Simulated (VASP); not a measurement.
VASP input:

**KPOINTS**
```
Automatic mesh
0
Gamma
5 5 5
0 0 0
```

**INCAR**
```
SYSTEM = BaF2
PREC = Accurate
ENCUT = 520
EDIFF = 1E-6
NELM = 100
ALGO = Normal
LREAL = .FALSE.
LASPH = .TRUE.
ISMEAR = 0
SIGMA = 0.05
GGA = PE
LMAXMIX = 4
LWAVE = .FALSE.
LCHARG = .FALSE.
ISIF = 2
NBANDS = 10
```

POSCAR:
```
BaF2
1
    0.0000000000     3.1620000000     3.1620000000
    3.1620000000     0.0000000000     3.1620000000
    3.1620000000     3.1620000000     0.0000000000
Ba F
1 2
Direct
  0.0000000000   0.0000000000   0.0000000000
  0.2500000000   0.2500000000   0.2500000000
  0.7500000000   0.7500000000   0.7500000000
```

POTCAR, in this order: Ba_sv F (PBE.64 set). Program: vasp_std.

Does this input run properly? What does VASP do?

There is a fault: NBANDS is too small to hold all electrons. VASP stops with an error: The number of bands is not sufficient to hold all electrons. I am sorry, but this calculation does not make sense. If you want to calculate only selected states, you need to set either EFERMI or EREF. EREF specifies around which energy states are supposed to be calculated. I found NBANDS = 10, NELECT = 24. ----> I REFUSE TO CONTINUE WITH THIS SICK JOB ... BYE!!! <----

standard output:
```
 POSCAR found type information on POSCAR BaF
 POSCAR found :  2 types and       3 ions
 Reading from existing POTCAR
 Reading from existing POTCAR
 LDA part: xc-table for (Slater+PW92), standard interpolation

 -----------------------------------------------------------------------------
|                                                                             |
|     EEEEEEE  RRRRRR   RRRRRR   OOOOOOO  RRRRRR      ###     ###     ###     |
|     E        R     R  R     R  O     O  R     R     ###     ###     ###     |
|     E        R     R  R     R  O     O  R     R     ###     ###     ###     |
|     EEEEE    RRRRRR   RRRRRR   O     O  RRRRRR       #       #       #      |
|     E        R   R    R   R    O     O  R   R                               |
|     E        R    R   R    R   O     O  R    R      ###     ###     ###     |
|     EEEEEEE  R     R  R     R  OOOOOOO  R     R     ###     ###     ###     |
|                                                                             |
|     The number of bands is not sufficient to hold all electrons. I am       |
|     sorry, but this calculation does not make sense. If you want to         |
|     calculate only selected states, you need to set either EFERMI or        |
|     EREF. EREF specifies around which energy states are supposed to be      |
|     calculated.                                                             |
|     I found NBANDS = 10, NELECT = 24.                                       |
|                                                                             |
|       ---->  I REFUSE TO CONTINUE WITH THIS SICK JOB ... BYE!!! <----       |
|                                                                             |
 -----------------------------------------------------------------------------
```

To mend it, remove NBANDS.

The mended run (PBE GGA, plane waves, VASP's PBE PAW potentials (set 64)) converges, and its OSZICAR ends with
```
   1 F= -.17126693E+02 E0= -.17126693E+02  d E =-.144544E-17
```

The compound is BaF2 in the fluorite structure. The cell was not relaxed at this level.
